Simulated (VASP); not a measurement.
Input:

```
CELL_PARAMETERS angstrom
      1.63953    -2.83974     0.00000
      1.63953     2.83974     0.00000
      0.00000     0.00000     5.07928
ATOMIC_POSITIONS crystal
  Sc 0.33333 0.66667 0.25000
  Sc 0.66667 0.33333 0.75000
```

All values below come from PBE GGA with D3 dispersion (zero damping), VASP's PBE PAW potentials (set 64) (plane waves; VASP). Settings: 520 eV cut-off, Gaussian smearing of 0.050 eV, potentials Sc_sv.

Task: Give the energies of bands 9 to 14 at the high-symmetry points, in eV from the Fermi level.

Result: 
```tsv
band	Γ	M	K	A	L	H
9	-5.21	-1.64	-0.73	-3.60	-1.53	-0.44
10	-1.68	-1.11	-0.73	-3.60	-1.53	-0.44
11	0.75	-0.72	-0.64	1.02	0.08	-0.14
12	1.63	-0.34	-0.56	1.02	0.08	-0.14
13	1.63	1.35	1.06	1.54	1.36	0.30
14	1.95	1.37	1.06	1.54	1.36	0.30
```

It has no gap at this level: it comes out as a metal or semimetal.

The compound is Sc in the hcp structure. It was relaxed first, which changed the volume by -5 %.
